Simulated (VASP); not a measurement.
Here is a VASP 6.6.1 calculation.

INCAR

```
SYSTEM = C
  ALGO = Normal
  EDIFF = 1E-7
  ENCUT = 520
  GGA = PE
  ISIF = 2
  ISMEAR = 0
  LASPH = .True.
  LCHARG = .False.
  LREAL = .False.
  LWAVE = .False.
  NELM = 100
  PREC = Accurate
  SIGMA = 0.02
```

File KPOINTS:

```
k-points
0
Gamma
  22 22 22
  0 0 0
```

The input POSCAR:

```
C
1.0
    0.0000000000      1.7833700000      1.7833700000
    1.7833700000      0.0000000000      1.7833700000
    1.7833700000      1.7833700000      0.0000000000
C
2
Direct
    0.0000000000      0.0000000000      0.0000000000
    0.2500000000      0.2500000000      0.2500000000
```

Potentials or basis: VASP PAW PBE potentials, release 64 (C).

Command:

```sh
$ cat potpaw_PBE.64/C/POTCAR > POTCAR
$ mpirun -np 1 vasp_std > vasp.out
```

Problem. Estimate the band gap on the k mesh.

Solution. 4.13 eV, indirect (least direct gap 5.59 eV).

Problem. What does it give for the pressure?

Solution. 2.5 GPa.

A k mesh can miss the band edges. Expect the measured gap to be larger: semilocal functionals such as PBE lack the derivative discontinuity.
